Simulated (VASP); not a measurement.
An input for Ansatz (written as the equivalent of a VASP run, and not itself run):

Ansatz 0.2 input:
```yaml
crystal:
  lattice:
    - [4.6471880, 0.0000000, 0.0000000]
    - [-2.3235930, 4.0245820, 0.0000000]
    - [0.0000000, 0.0000000, 7.2410220]
  atoms:
    - { symbol: Sb, position: [0.3333330, 0.6666670, 0.2467000] }
    - { symbol: Sb, position: [0.6666670, 0.3333330, 0.7533000] }
    - { symbol: Se, position: [0.0000000, 0.0000000, 0.0000000] }
    - { symbol: Se, position: [0.3333330, 0.6666670, 0.6470000] }
    - { symbol: Se, position: [0.6666670, 0.3333330, 0.3530000] }
kpoints:
  mp_grid: { grid: [4, 4, 2] }
hamiltonian:
  xc: pbe
  pseudopotentials: { kind: paw }
scf:
  occupations: { method: fermi_dirac, width: 0.1 }
  max_iter: 100
output: { forces: true, stress: true, eigenvalues: true }
```

Task: Translate this input to VASP (INCAR, KPOINTS, POSCAR, choice of POTCAR).

Result: Several could match; the one computed here: 
KPOINTS:
```
Automatic mesh
0
Gamma
4 4 2
0 0 0
```

INCAR:
```
ALGO = Normal
EDIFF = 1E-6
ENCUT = 300
GGA = PE
ISIF = 2
ISMEAR = -1
LASPH = .TRUE.
LCHARG = .FALSE.
LMAXMIX = 4
LREAL = .FALSE.
LWAVE = .FALSE.
NELM = 100
PREC = Accurate
SIGMA = 0.1
SYSTEM = Sb2Se3
```

**POSCAR**
```
Sb2Se3
1
    4.6471880000     0.0000000000     0.0000000000
   -2.3235930000     4.0245820000     0.0000000000
    0.0000000000     0.0000000000     7.2410220000
Sb Se
2 3
Direct
  0.3333330000   0.6666670000   0.2467000000
  0.6666670000   0.3333330000   0.7533000000
  0.0000000000   0.0000000000   0.0000000000
  0.3333330000   0.6666670000   0.6470000000
  0.6666670000   0.3333330000   0.3530000000
```

POTCAR, in this order: Sb Se (PBE.64 set). Program: vasp_std.

Limits of the translation: each code has its own PAW files, so the cut-off isn't converted (ENCUT is set for VASP's; basis.ecutwfc is left out, and Ansatz then takes the one that its files recommend); Ansatz stops its SCF on the density residual and VASP on the energy change (EDIFF).

The structure was generated: Sb2Se3 was put into an ordered model structure, which need not be its known phase. The cell was not relaxed at this level. The k-mesh is coarse (spacing up to 0.43 per Å, 2π included), so the numbers may not be converged in it.
